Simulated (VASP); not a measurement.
These are PBEsol GGA, VASP's PBE PAW potentials (set 64) (plane waves; VASP 6.6.1) values and carry that method's errors.

Input for VASP

### INCAR
```
ALGO=Normal
EDIFF=1E-7
ENCUT=520
GGA=PS
ISIF=2
ISMEAR=-5
LASPH=.TRUE.
LCHARG=.TRUE.
LEFG=.TRUE.
LMAXMIX=4
LORBIT=11
LREAL=.FALSE.
LWAVE=.FALSE.
NEDOS=601
NELM=100
PREC=Accurate
SYSTEM=Sc3ZrN4
```

### POSCAR
```
Sc3ZrN4
1
    0.0010358487     4.4919525132     4.4932542738
    4.4919525132     0.0010358487     4.4932542738
    2.2464941809     2.2464941809     0.0000000000
Zr N Sc
1 4 3
Direct
  1.0000000000   0.0000000000   1.0000000000
  0.2490326094   0.2490326094   0.5019347812
  0.2489943752   0.7510056248   0.5000000000
  0.7510056248   0.2489943752   0.5000000000
  0.7509673906   0.7509673906   0.4980652188
  1.0000000000   0.5000000000   1.0000000000
  0.5000000000   0.0000000000   1.0000000000
  0.5000000000   0.5000000000   1.0000000000
```

**KPOINTS**
```
Automatic mesh
0
Gamma
7 7 13
0 0 0
```

POTCAR, in this order: Zr_sv N Sc_sv (PBE.64 set). Program: vasp_std.

The run wrote:

**OSZICAR**
```
       N       E                     dE             d eps       ncg     rms          rms(c)
DAV:   1     0.115603256116E+04    0.11560E+04   -0.30390E+04 14360   0.187E+03
DAV:   2     0.103860602825E+03   -0.10522E+04   -0.10344E+04 17696   0.696E+02
DAV:   3    -0.799144127148E+02   -0.18378E+03   -0.17525E+03 23997   0.281E+02
DAV:   4    -0.954200740695E+02   -0.15506E+02   -0.15316E+02 24736   0.825E+01
DAV:   5    -0.961174546359E+02   -0.69738E+00   -0.69491E+00 25632   0.207E+01    0.363E+01
DAV:   6    -0.806065053495E+02    0.15511E+02   -0.10411E+02 22737   0.609E+01    0.166E+01
DAV:   7    -0.800827754430E+02    0.52373E+00   -0.70614E+00 25264   0.176E+01    0.997E+00
DAV:   8    -0.799252735792E+02    0.15750E+00   -0.10023E+00 21984   0.104E+01    0.128E+00
DAV:   9    -0.799047637901E+02    0.20510E-01   -0.10430E-01 23744   0.272E+00    0.580E-01
DAV:  10    -0.799043677592E+02    0.39603E-03   -0.30524E-02 23504   0.135E+00    0.320E-01
DAV:  11    -0.799040694885E+02    0.29827E-03   -0.43750E-03 22488   0.587E-01    0.159E-01
DAV:  12    -0.799040790755E+02   -0.95870E-05   -0.68802E-04 24904   0.238E-01    0.474E-02
DAV:  13    -0.799040880081E+02   -0.89326E-05   -0.15146E-04 25360   0.115E-01    0.264E-02
DAV:  14    -0.799040825358E+02    0.54723E-05   -0.23745E-05 26577   0.389E-02    0.120E-02
DAV:  15    -0.799040811454E+02    0.13904E-05   -0.39035E-06 23288   0.152E-02    0.682E-03
DAV:  16    -0.799040800889E+02    0.10564E-05   -0.84576E-07 18968   0.837E-03    0.281E-03
DAV:  17    -0.799040799102E+02    0.17873E-06   -0.32355E-07 15880   0.391E-03    0.993E-04
DAV:  18    -0.799040796861E+02    0.22414E-06   -0.57295E-08 11035   0.302E-03    0.426E-04
DAV:  19    -0.799040797695E+02   -0.83388E-07   -0.32002E-08 10977   0.242E-03
   1 F= -.79904080E+02 E0= -.79904080E+02  d E =0.000000E+00
```

**OUTCAR**
```
------------------------ aborting loop because EDIFF is reached ----------------------------------------
  FORCE on cell =-STRESS in cart. coord.  units (eV):
  Direction    XX          YY          ZZ          XY          YZ          ZX
  --------------------------------------------------------------------------------------
  Total       -0.0365618     -0.0365618     -0.3234022      0.0148382     -0.0000000     -0.0000000
  in kB       -0.6461110     -0.6461110     -5.7150791      0.2622162     -0.0000000     -0.0000000
  external PRESSURE =      -2.3357670 kB  Pullay stress =       0.0000000 kB
  volume of cell :       90.66
      direct lattice vectors                 reciprocal lattice vectors
     0.001035849  4.491952513  4.493254274    -0.111335845  0.111335845  0.111277922
     4.491952513  0.001035849  4.493254274     0.111335845 -0.111335845  0.111277922
     2.246494181  2.246494181  0.000000000     0.222569016  0.222569016 -0.222555845
 POSITION                                       TOTAL-FORCE (eV/Angst)
 -----------------------------------------------------------------------------------
      0.00000      0.00000      0.00000         0.000000      0.000000     -0.000000
      2.24649      2.24649      2.23793        -0.000000     -0.000000     -0.017672
      4.49699      2.24250      4.49325        -0.005181      0.005181      0.000000
      2.24250      4.49699      4.49325         0.005181     -0.005181      0.000000
      4.49299      4.49299      6.74857         0.000000      0.000000      0.017672
      2.24598      0.00052      2.24663         0.000000      0.000000      0.000000
      0.00052      2.24598      2.24663         0.000000      0.000000      0.000000
      2.24649      2.24649      4.49325         0.000000      0.000000     -0.000000
 -----------------------------------------------------------------------------------
    total drift:                                0.000000      0.000000      0.000000
  FREE ENERGIE OF THE ION-ELECTRON SYSTEM (eV)
  ---------------------------------------------------
  free  energy   TOTEN  =       -79.9040797695 eV

  energy  without entropy=      -79.9040797695  energy(sigma->0) =      -79.90407977

 total charge

# of ion       s       p       d       tot
------------------------------------------
    1        2.186   6.061   1.635   9.882
    2        1.239   2.456   0.000   3.695
    3        1.240   2.465   0.000   3.705
    4        1.240   2.465   0.000   3.705
    5        1.239   2.456   0.000   3.695
    6        2.208   6.262   1.198   9.669
    7        2.208   6.262   1.198   9.669
    8        2.204   6.254   1.192   9.650
--------------------------------------------------
tot         13.766  34.680   5.223  53.670

 Electric field gradients after diagonalization (V/A^2)
 (convention: |V_zz| > |V_xx| > |V_yy|)
----------------------------------------------------------------------
 ion       V_xx      V_yy      V_zz     asymmetry (V_yy - V_xx)/ V_zz
----------------------------------------------------------------------
   1       4.457     1.669    -6.125       0.455
   2       1.503     1.353    -2.856       0.052
   3      -1.528    -1.231     2.759       0.108
   4      -1.528    -1.231     2.759       0.108
   5       1.503     1.353    -2.856       0.052
   6      -1.239    -1.192     2.431       0.019
   7      -1.239    -1.192     2.431       0.019
   8      -0.817    -0.290     1.107       0.476
```
(Selected blocks of OUTCAR.)

For a metal the tetrahedron method with Blöchl corrections gives inexact stress and forces.

The structure was generated: Sc3ZrN4 was put into an ordered model structure (Cmmm), which need not be its known phase. It was relaxed first. The electron count is odd and the run is not spin-polarised, which forces a metal.
